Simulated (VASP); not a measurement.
Input:

```xyz
5
Lattice="3.9900 0.0000 0.0000 0.0000 3.9900 0.0000 0.0000 0.0000 3.9900" Properties=species:S:1:pos:R:3 pbc="T T T"
K      0.0000     0.0000     0.0000
Mg     1.9950     1.9950     1.9950
F      1.9950     0.0000     1.9950
F      0.0000     1.9950     1.9950
F      1.9950     1.9950     0.0000
```

Calculation: PBE GGA, VASP's PBE PAW potentials (set 64) (plane waves; VASP). Numerical set-up: 400 eV cut-off, 4×4×4 Γ-centred mesh, Fermi-Dirac smearing of 0.050 eV, potentials K_sv Mg F.

At this cut-off the stress carries a Pulay error, which pulls relaxed volumes low.

Q: Give the stress tensor in GPa (positive for a compressed cell).

A: 
```
-5.05   0.00   0.00
 0.00  -5.05   0.00
 0.00   0.00  -5.05
```
The pressure is its mean diagonal, -5.05 GPa.

The structure is a typed KMgF3 crystal (Pm-3m). The cell was not relaxed at this level.
